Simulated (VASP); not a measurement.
Given:

```yaml
crystal:
  lattice:
    - [2.20743, -3.82337, 0.00000]
    - [2.20743, 3.82337, 0.00000]
    - [0.00000, 0.00000, 5.05026]
  atoms:
    - { symbol: Se, position: [0.00000, 0.22554, 0.66667] }
    - { symbol: Se, position: [0.77446, 0.77446, 0.00000] }
    - { symbol: Se, position: [0.22554, 0.00000, 0.33333] }
```

Calculation: PBE GGA, VASP's PBE PAW potentials (set 64) (plane waves; VASP 6.6.1). Run with 480 eV cut-off, 6×6×6 Γ-centred mesh, Gaussian smearing of 0.050 eV, potentials Se.

Without a dispersion term in the relaxation, distances and binding between the weakly bound layers, chains or molecules are unreliable, and so is what depends on them.

Task: What does the run give for the energy per atom (σ→0)?

Result: 
```yaml
energy per atom (σ→0): -337.9 kJ/mol of atoms
```

Only differences to runs with the same potentials and settings are physical.

The compound is Se in the trig structure. This cell was strained or had an atom moved on purpose. Symmetry was kept, so distortions that lower it aren't found.
